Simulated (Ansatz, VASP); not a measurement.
# Be2Al: VASP beside Ansatz

One calculation is typed for both programs; each brings its own data sets. How far apart do they land? The cell is generated by rule, not measured, and may not be a known phase. The cell is taken from a series of runs on this material, whose earlier steps may have relaxed, scaled, displaced or heated it; both programs get it as it stands.

Calculated with Ansatz 0.2.0; plane waves, with VASP 6.6.1 beside it; relaxation of cell and atoms at PBEsol.

### 1. The starting structure

Symmetry: Fm-3m, No. 225, cubic system. The conventional cell has a = 5.450 Å, b = 5.450 Å, c = 5.450 Å, α = 90.00°, β = 90.00°, γ = 90.00°. Be has 4 Al at 2.36 Å nearest. Nearest to Al lie 8 Be at 2.36 Å. Farther neighbours are not listed.

### 2. Ansatz: relaxation of cell and atoms, PBEsol, pair 1

Ansatz runs on its default PAW (the set named soft_2) files.

The relaxed volume is the usual yardstick between codes: in a stiff, nearly cubic crystal its relative difference is about their pressure difference at one cell divided by the bulk modulus.

input.yaml reads:

```yaml
crystal:
  lattice:
    - [0.0, 2.7251520132, 2.7251520132]
    - [2.7251520132, 0.0, 2.7251520132]
    - [2.7251520132, 2.7251520132, 0.0]
  atoms:
    - { symbol: Be, position: [0.25, 0.25, 0.25] }
    - { symbol: Be, position: [0.75, 0.75, 0.75] }
    - { symbol: Al, position: [0.0, 0.0, 0.0] }
kpoints:
  mp_grid: { grid: [16, 16, 16] }
hamiltonian:
  xc: pbesol
scf:
  occupations: { method: methfessel_paxton, width: 0.15 }
output:
  forces: true
  stress: true
  eigenvalues: true
relax:
  adjacent_minimum: "off"
  f_tol: 0.001
  max_steps: 60
  cell: { stress_tol: 0.01 }
```

The run is started by

```sh
ansatz run input.yaml --threads 4 --pin off --max-ram 8192MiB --backend cpu --events-out ev --progress --plain --runs-dir out
```

Numbers of over 12 decimals in the logs are rounded to 6 here.

What it wrote:

```text
Engine: ansatz 0.2.0, aarch64-unknown-linux-gnu
Pseudopotentials: kind: paw
Pseudopotential: Be, paw, valence charge 2, recommended cutoff 420 eV (normal), Be.paw.azcp
Pseudopotential: Al, paw, valence charge 3, recommended cutoff 420 eV (normal), Al.paw.azcp
Functional definition: PBEsol
  exchange = pbesol_x
  correlation = pbesol_c
Crystal: 3 atoms, lattice volume = 40.476 Å³
Basis set: ecut = 420 eV, 749 PW (Γ), exchange–correlation on 54×54×54 points (8 copies of the dense FFT grid, shifted against one another)
Bands: 8, of which v1, the nominal top of the filled ones, is band 4 counted from 1 (3 counted from 0)
Symmetry: 48 space group operations
Space group: Fm-3m (ITA 225), of the structure as read, at distance tolerance 3.4e-5 Å
k-points: 145 of 4096
Non-local potential: Be, projectors of the file, l = 0: 2, l = 1: 2, l = 2: 1
Non-local potential: Al, projectors of the file, l = 0: 2, l = 1: 2, l = 2: 1
PAW form: soft (Blöchl's): semilocal exchange-correlation on the pseudo side does not see the compensation charge
PAW frozen core: Be, regenerated for the run's functional, and the local potential with it (the file was generated under x = pbe(κ = 0.804, μ = 0.219515), c = pbe(β = 0.066725))
PAW frozen core: Al, regenerated for the run's functional, and the local potential with it (the file was generated under x = pbe(κ = 0.804, μ = 0.219515), c = pbe(β = 0.066725))
PAW one-centre angular grid: Be, 110 points (default); XC on 64 Gauss nodes
PAW one-centre angular grid: Al, 110 points (default); XC on 64 Gauss nodes
Initial density: superposition of atomic densities (neutral atoms: chi_scale 0, normalization atom), corrected by the library's trained network
Initial wavefunctions: pseudopotential atomic-orbital guess
Functional: x = pbesol(κ = 0.804, μ = 0.123457), c = pbesol(β = 0.046)
SCF iter   1: F=—  HF=-703.455341 eV  |F-HF|=—  |Δ(HF+E_count)|=         —  Δρ=2.21e-3  dr2=3.01e-3  ethr=1.77e-3  ⟨swp⟩=5.1  Hψ=9434  notcnv=0
preconditioner: auto → none  [metal: Δε(μ)=0.036 eV  Ē_g=8.113 eV  σ=0.150 eV  W_gap=0.20  n_scr=8 (ndim 8)  ℏωp=15.4 eV  f_vac=0.000  D(μ)=0.66/eV (n_scr^D=0)  sad-step TF]
SCF iter   2: F=—  HF=-703.454872 eV  |F-HF|=—  |Δ(HF+E_count)|=   4.69e-4  S|Δr|=    0.00e0  Δρ=1.45e-3  dr2=1.37e-3  ethr=4.30e-5  ⟨swp⟩=1.0  Hψ=2327  notcnv=0
SCF iter   3: F=—  HF=-703.454600 eV  |F-HF|=—  |Δ(HF+E_count)|=   2.71e-4  S|Δr|=    0.00e0  Δρ=9.03e-5  dr2=3.09e-6  ethr=1.96e-5  ⟨swp⟩=2.0  Hψ=1603  notcnv=0
SCF iter   4: F=—  HF=-703.454612 eV  |F-HF|=—  |Δ(HF+E_count)|=   1.20e-5  S|Δr|=    0.00e0  Δρ=1.66e-5  dr2=7.15e-8  ethr=1.43e-9  ⟨swp⟩=7.3  Hψ=6610  notcnv=0
SCF iter   5: F=-703.454612 eV  HF=-703.454612 eV  |F-HF|=4.21e-11  |Δ(HF+E_count)|=   5.43e-8  S|Δr|=    0.00e0  Δρ=1.34e-6  dr2=7.01e-10  ethr=1.02e-9  ⟨swp⟩=2.3  Hψ=3795  notcnv=0
SCF 1 converged in 5 iterations: F = -703.454612 eV  dr2 = 7.01e-10
  greatest PAW one-centre occupation: 0.466 electrons in one spin orbital (limit 2), on the Al atom at site 2 (counted from 0), in its partial waves of l = 0
relax step   1: F+E_penalty+E_count = -703.45461228 eV  Δ(F+E_penalty+E_count) = +0.000e0 eV  max|allowed force component| = 3.701e-17 eV/Å  Δτ_max = 0.0000 Å  P = -0.006 GPa  Ω = 40.476 Å³  (5 SCF iters, dr2 threshold 1.00e-7 eV, accepted)
Initial density: handed on by an earlier stage of this run
Initial wavefunctions: pseudopotential atomic-orbital guess (no wavefunctions were taken with the density)
iter 1 solved again at ethr=5.29e-9 eV; its pass at ethr=3.10e-3 eV (dr2=3.70e-7 eV) is discarded
SCF iter   1: F=—  HF=-703.454602 eV  |F-HF|=—  |Δ(HF+E_count)|=         —  Δρ=1.74e-6  dr2=1.49e-9  ethr=5.29e-9  ⟨swp⟩=3.4  Hψ=13235  notcnv=0
preconditioner: auto → none  [metal: Δε(μ)=0.037 eV  Ē_g=8.108 eV  σ=0.150 eV  W_gap=0.21  n_scr=8 (ndim 8)  ℏωp=15.4 eV  f_vac=0.000  D(μ)=0.66/eV (n_scr^D=0)]
SCF iter   2: F=—  HF=-703.454612 eV  |F-HF|=—  |Δ(HF+E_count)|=   1.00e-5  S|Δr|=    0.00e0  Δρ=5.64e-7  dr2=9.86e-11  ethr=2.13e-11  ⟨swp⟩=2.0  Hψ=1671  notcnv=0
SCF iter   3: F=—  HF=-703.454612 eV  |F-HF|=—  |Δ(HF+E_count)|=  6.84e-11  S|Δr|=    0.00e0  Δρ=3.06e-7  dr2=2.54e-11  ethr=1.41e-12  ⟨swp⟩=2.0  Hψ=1528  notcnv=0
SCF iter   4: F=-703.454612 eV  HF=-703.454612 eV  |F-HF|=1.02e-12  |Δ(HF+E_count)|=  3.92e-11  S|Δr|=    0.00e0  Δρ=3.96e-8  dr2=1.10e-12  ethr=1.00e-12  ⟨swp⟩=3.5  Hψ=4467  notcnv=0
SCF 2 converged in 4 iterations: F = -703.454612 eV  dr2 = 1.10e-12
relax step   2: F+E_penalty+E_count = -703.45461228 eV  Δ(F+E_penalty+E_count) = -1.535e-10 eV  max|allowed force component| = 1.677e-17 eV/Å  Δτ_max = 0.0000 Å  P = -0.006 GPa  Ω = 40.476 Å³  stress off target by 6.11e-3 GPa  SCF on the basis re-selected at this cell (its energy is not comparable with the rows above)  (4 SCF iters)
basis re-selected at this cell: Δ(F+E_penalty+E_count) = -1.535e-10 eV, ΔP = +0.000 GPa vs the last step (what re-selecting the basis moved, of the pressure what is left beyond the Pulay correction that the steps carried, after the strain that the cell walked since its last selection, with what the two solves' SCF thresholds leave and, on support functions, any second-order correction that the steps lacked; it is no  [...]
SCF converged after 4 iterations
Stability not checked: this state was not tested for a lower state beside it, because cold or Methfessel-Paxton smearing, or corrected tetrahedra, fill the levels in a way that the test cannot read (fill_not_monotonic; see scf.lower_state_search)
Free energy (F): -703.454612 eV
Harris-Foulkes:  -703.454612 eV  (|F-HF|=1.02e-12)
Internal energy: -703.455504 eV  (E = F + TS)
E sigma→0 (E₀):  -703.454835 eV
Entropy (-TS):   0.000891 eV (0.297 meV/atom)
Fermi energy:    5.091637 eV
--- Per-component energies (eV) ---
  E_band       = 10.278909
  E_kinetic    = 58.989322
  E_local      = 0.205815  (includes V_loc(G=0)·N_el)
  E_nonlocal   = 20.450344
  E_hartree    = 2.283709
  E_xc         = -75.939322
  E_vxc        = -67.247981  (∫ρ·V_xc dr)
  E_paw        = -569.581007  (= ΣΔE_a)
  E_vpaw       = -6.686004  (= ΣTr[D̂ρ^β])
  E_aug_tail   = -0.000004  (compensation charges beyond the density's cutoff)
  E_ewald      = -139.902562
  E_core_change = 0.038202  (= ΣΔE_core)
  E_smearing   = 0.000891  (= −TS)
  E_closure    = 0.000000  (closes the sum)
  Σ components = -703.454612   (vs F -703.454612, Δ=0.00e0)
--- Forces (eV/Å), atoms counted from 1 ---
  atom   1  Be     0.00000000    -0.00000000     0.00000000
  atom   2  Be    -0.00000000     0.00000000     0.00000000
  atom   3  Al     0.00000000    -0.00000000    -0.00000000
  max |Σ_I F_I| component: 1.85e-17 eV/Å
--- Stress (GPa, compression-positive) ---
       -0.006113       0.000000       0.000000
        0.000000      -0.006113      -0.000000
        0.000000      -0.000000      -0.006113
  P = ⅓ Tr σ = -0.0061 GPa (-0.061 kbar)
--- Band table (eV; the first three rows and the last of 145) ---
  k-point 0: bands = ["-4.1885", "6.6098", "6.6098", "6.6098", "8.7770", "8.7770", "8.7770", "12.4162"]
  k-point 1: bands = ["-4.1380", "6.1571", "6.5461", "6.5461", "8.8396", "8.8396", "9.0068", "12.4949"]
  k-point 2: bands = ["-3.9868", "5.2034", "6.3971", "6.3971", "8.9257", "8.9257", "9.3284", "12.2298"]
  k-point 144: bands = ["0.0691", "1.4593", "1.4593", "1.9199", "9.3650", "9.3650", "11.5696", "11.9893"]
--- Relaxed structure (1 steps of the walk, 1 accepted, 1 SCFs on fresh bases) ---
  F+E_penalty+E_count = -703.45461228 eV   max|allowed force component| = 1.677e-17 eV/Å   (the final SCF, on the basis selected at the relaxed cell)
  cell:  # Å, volume = 40.4764 Å³
    - [0.0, 2.7251520132, 2.7251520132]
    - [2.7251520132, 0.0, 2.7251520132]
    - [2.7251520132, 2.7251520132, 0.0]
  atoms:
    - { symbol: Be, position: [0.25, 0.25, 0.25] }
    - { symbol: Be, position: [0.750000, 0.750000, 0.750000] }
    - { symbol: Al, position: [0.0, 0.0, 0.0] }
```

### 3. VASP: relaxation of cell and atoms, PBEsol, pair 1

The same cell, functional, mesh and smearing now go to VASP, with its own data sets.

Lines of VASP's logs that name or quote its potential files are left out, and so is its time.

INCAR reads:

```
SYSTEM = Be2Al
PREC = Accurate
ENCUT = 600
EDIFF = 1E-07
NELM = 120
ISMEAR = 1
SIGMA = 0.15
LREAL = .FALSE.
ALGO = Normal
GGA = PS
NBANDS = 9
LORBIT = 11
LWAVE = .FALSE.
LCHARG = .FALSE.
ISIF = 3
IBRION = 2
NSW = 80
EDIFFG = -0.005
LASPH = .TRUE.
GGA_COMPAT = .FALSE.
NELMIN = 4
```

POSCAR reads:

```
Be2Al
1.0
    0.0000000000      2.7251520000      2.7251520000
    2.7251520000      0.0000000000      2.7251520000
    2.7251520000      2.7251520000      0.0000000000
Be Al
2 1
Direct
    0.2500000000      0.2500000000      0.2500000000
    0.7500000000      0.7500000000      0.7500000000
    0.0000000000      0.0000000000      0.0000000000
```

KPOINTS reads:

```
Automatic mesh
0
Gamma
16 16 16
0 0 0
```

Potentials, in the order of the species: Be and Al (PBE family, release 64).

The run is started by

```sh
mpirun -np 1 vasp_std
```

What it wrote:

```text
[banner, memory and clock lines left out]
running    1 mpi-ranks, on    1 nodes
 distrk:  each k-point on    1 cores,    1 groups
 distr:  one band on    1 cores,    1 groups

 POSCAR found type information on POSCAR BeAl
 POSCAR found :  2 types and       3 ions
|                                                                             |
|               ----> ADVICE to this user running VASP <----                  |
|                                                                             |
|     You enforced a specific xc type in the INCAR file but a different       |
|     [... a line on the potential file left out ...]
|     I HOPE YOU KNOW WHAT YOU ARE DOING!                                     |
|                                                                             |

 LDA part: xc-table for (Slater+PW92), standard interpolation
 POSCAR, INCAR and KPOINTS ok, starting setup
 FFT: planning ... GRIDC
 FFT: planning ... GRID_SOFT
 FFT: planning ... GRID
 WAVECAR not read
 entering main loop
       N       E                     dE             d eps       ncg     rms          rms(c)
DAV:   1     0.123087820945E+01    0.12309E+01   -0.25819E+03  2618   0.601E+02
DAV:   2    -0.100908350417E+02   -0.11322E+02   -0.10838E+02  3871   0.786E+01
DAV:   3    -0.103472036584E+02   -0.25637E+00   -0.25477E+00  3560   0.101E+01
DAV:   4    -0.103488117553E+02   -0.16081E-02   -0.16076E-02  3845   0.888E-01
DAV:   5    -0.103488200220E+02   -0.82667E-05   -0.82662E-05  3554   0.499E-02    0.201E+00
DAV:   6    -0.103138313125E+02    0.34989E-01   -0.91355E-03  3860   0.568E-01    0.116E+00
DAV:   7    -0.102962648665E+02    0.17566E-01   -0.14995E-02  3693   0.704E-01    0.182E-01
DAV:   8    -0.102962529129E+02    0.11954E-04   -0.44942E-04  3188   0.142E-01    0.227E-02
DAV:   9    -0.102962545518E+02   -0.16389E-05   -0.10040E-05  3989   0.210E-02    0.221E-02
DAV:  10    -0.102962554266E+02   -0.87483E-06   -0.15611E-06  3081   0.875E-03    0.298E-03
DAV:  11    -0.102962552180E+02    0.20864E-06   -0.99575E-08  2889   0.195E-03    0.470E-04
DAV:  12    -0.102962552096E+02    0.83857E-08   -0.18246E-08  1576   0.102E-03
   1 F= -.10296255E+02 E0= -.10296553E+02  d E =-.102963E+02
 curvature:   0.00 expect dE= 0.000E+00 dE for cont linesearch  0.000E+00
 trial: gam= 0.00000 g(F)=  0.653E-52 g(S)=  0.933E-04 ort = 0.000E+00 (trialstep = 0.100E+01)
 search vector abs. value=  0.933E-04
 bond charge predicted
       N       E                     dE             d eps       ncg     rms          rms(c)
DAV:   1    -0.102963111255E+02   -0.55907E-04   -0.39185E-04  2857   0.145E-01    0.178E-02
DAV:   2    -0.102963059950E+02    0.51305E-05   -0.73925E-06  3391   0.172E-02    0.580E-03
DAV:   3    -0.102963032106E+02    0.27844E-05   -0.31043E-06  3402   0.824E-03    0.299E-03
DAV:   4    -0.102963027118E+02    0.49877E-06   -0.25933E-07  2997   0.270E-03    0.153E-03
DAV:   5    -0.102963025838E+02    0.12800E-06   -0.20428E-08  1444   0.922E-04    0.122E-04
DAV:   6    -0.102963025950E+02   -0.11155E-07   -0.13801E-09  1414   0.291E-04
   2 F= -.10296303E+02 E0= -.10296600E+02  d E =-.473854E-04
 trial-energy change:   -0.000047  1 .order   -0.000049   -0.000093   -0.000005
 step:   1.0595(harm=  1.0526)  dis= 0.00000  next Energy=   -10.296303 (dE=-0.475E-04)
 reached required accuracy - stopping structural energy minimisation
```

Parts of OUTCAR (step 3):

```text
ion  position               nearest neighbor table
   1  0.250  0.250  0.250-   3 2.36   3 2.36   3 2.36   3 2.36
   2  0.750  0.750  0.750-   3 2.36   3 2.36   3 2.36   3 2.36
   3  0.000  0.000  0.000-   1 2.36   2 2.36   2 2.36   2 2.36   2 2.36   1 2.36   1 2.36   1 2.36

  LATTYP: Found a face centered cubic cell.
 ALAT       =     5.4503040000

 Subroutine GETGRP returns: Found 48 space group operations
 (whereof 48 operations were pure point group operations)

The static configuration has the point symmetry O_h .

 Found    145 irreducible k-points:

   k-points           NKPTS =    145   k-points in BZ     NKDIM =    145   number of bands    NBANDS=      9

   dimension x,y,z NGX =    32 NGY =   32 NGZ =   32
   dimension x,y,z NGXF=    64 NGYF=   64 NGZF=   64

   ENCUT  =  600.0 eV  44.10 Ry    6.64 a.u.   7.70  7.70  7.70*2*pi/ulx,y,z

   NELECT =       7.0000    total number of electrons

 k-points in reciprocal lattice and weights: Automatic mesh
   0.00000000  0.00000000  0.00000000       0.000
   0.06250000  0.00000000  0.00000000       0.002
   0.12500000  0.00000000  0.00000000       0.002
   0.18750000  0.00000000  0.00000000       0.002
   0.25000000  0.00000000  0.00000000       0.002
   0.31250000  0.00000000  0.00000000       0.002
   0.37500000  0.00000000  0.00000000       0.002
   0.43750000  0.00000000  0.00000000       0.002
   0.50000000  0.00000000  0.00000000       0.001
[...]
-0.31250000  0.50000000  0.18750000       0.003
  -0.25000000  0.50000000  0.25000000       0.001

 average (electrostatic) potential at core
       1 -35.1082       2 -35.1082       3 -74.4147

 E-fermi :   4.6729

 k-point     1 :       0.0000    0.0000    0.0000
  band No.  band energies     occupation
      1      -4.6016      2.00000
      2       6.1909     -0.00000
      3       6.1909     -0.00000
      4       6.1909     -0.00000
      5       8.3572      0.00000
      6       8.3572      0.00000
    ...

 k-point     2 :       0.0625    0.0000    0.0000
  band No.  band energies     occupation
      1      -4.5511      2.00000
      2       5.7383     -0.00000
      3       6.1272     -0.00000
      4       6.1272     -0.00000
      5       8.4201      0.00000
      6       8.4201      0.00000
    ...

 k-point     3 :       0.1250    0.0000    0.0000
  band No.  band energies     occupation
      1      -4.4000      2.00000
      2       4.7847      0.05066
      3       5.9781     -0.00000
      4       5.9781     -0.00000
      5       8.5063      0.00000
      6       8.5063      0.00000
    ...

  Total        0.0021990      0.0021990      0.0021990      0.0000000     -0.0000000      0.0000000
  in kB        0.0868571      0.0868571      0.0868571      0.0000000     -0.0000000      0.0000000
  external PRESSURE =       0.0868571 kB  Pullay stress =       0.0000000 kB

  energy-cutoff  :      600.00
  volume of cell :       40.56
      direct lattice vectors                 reciprocal lattice vectors
     0.000000000  2.727079574  2.727079574    -0.183346318  0.183346318  0.183346318
     2.727079574  0.000000000  2.727079574     0.183346318 -0.183346318  0.183346318
     2.727079574  2.727079574 -0.000000000     0.183346318  0.183346318 -0.183346318

 POSITION                                       TOTAL-FORCE (eV/Angst)
 -----------------------------------------------------------------------------------
      1.36354      1.36354      1.36354        -0.000000     -0.000000     -0.000000
      4.09062      4.09062      4.09062         0.000000      0.000000      0.000000
      0.00000      0.00000      0.00000        -0.000000     -0.000000      0.000000
 -----------------------------------------------------------------------------------
    total drift:                               -0.000000      0.000000     -0.000000

  FREE ENERGIE OF THE ION-ELECTRON SYSTEM (eV)
  ---------------------------------------------------
  free  energy   TOTEN  =       -10.2963025950 eV

  energy  without entropy=      -10.2971935797  energy(sigma->0) =      -10.29659959

 reached required accuracy - stopping structural energy minimisation

 total charge
# of ion       s       p       d       tot
------------------------------------------
    1        0.399   0.559   0.000   0.959
    2        0.399   0.559   0.000   0.959
    3        0.430   0.463   0.000   0.894
--------------------------------------------------
tot          1.229   1.582   0.000   2.811

[... 3 further parts left out ...]
```

CONTCAR:

```
Be2Al
   1.00000000000000
     0.0000000000000000    2.7270795735458182    2.7270795735458182
     2.7270795735458182    0.0000000000000000    2.7270795735458182
     2.7270795735458182    2.7270795735458182   -0.0000000000000000
  Be              Al
     2     1
Direct
     0.2500000000000000    0.2500000000000000    0.2500000000000000
     0.7500000000000000    0.7500000000000000    0.7500000000000000
     0.0000000000000000    0.0000000000000000    0.0000000000000000
```

### 4. Differences

Known differences besides the potentials themselves: the cutoff is 420 eV in Ansatz and 600 eV in VASP; Ansatz makes its cores anew for this functional, VASP keeps those of its PBE data sets; Ansatz adds a Pulay correction to the stress that steers its cell, VASP none. Total energies have different zeros and are not compared.

Both answers:

```
                                         quantity  Ansatz   VASP  difference
                                      volume (Å³)   40.48  40.56     -0.21 %
edge a after relaxation, in the typed setting (Å)   3.854  3.857     -0.07 %
```

[end of part 1 of 2]

[Lines on the potential files, build, host, timing and source positions are cut from VASP's logs without a mark.]

[Logs are printed without paths, hosts, clocks, repeated set-up lines and the standing remarks that a program may print on its own settings, such as how far it seeks lower states.]

[Hosts, paths, dates, database ids (printed as entryN), source tags and the programs' standing remarks are cut or masked in the printed files.]
